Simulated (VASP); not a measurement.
All values below come from PBEsol GGA, VASP's PBE PAW potentials (set 64) (plane waves; VASP). Each cell was relaxed at this level, without spin-orbit coupling.

### Question
Which of these comes out without a gap?
A. TlCl, Pm-3m (221)
B. Tc, P6_3/mmc (194)
C. KI, Fm-3m (225)
D. SrO, Fm-3m (225)

### Answer
B, Tc, P6_3/mmc (194). The others have gaps of 3.15 eV (SrO, Fm-3m (225)), 1.80 eV (TlCl, Pm-3m (221)), 3.86 eV (KI, Fm-3m (225)).
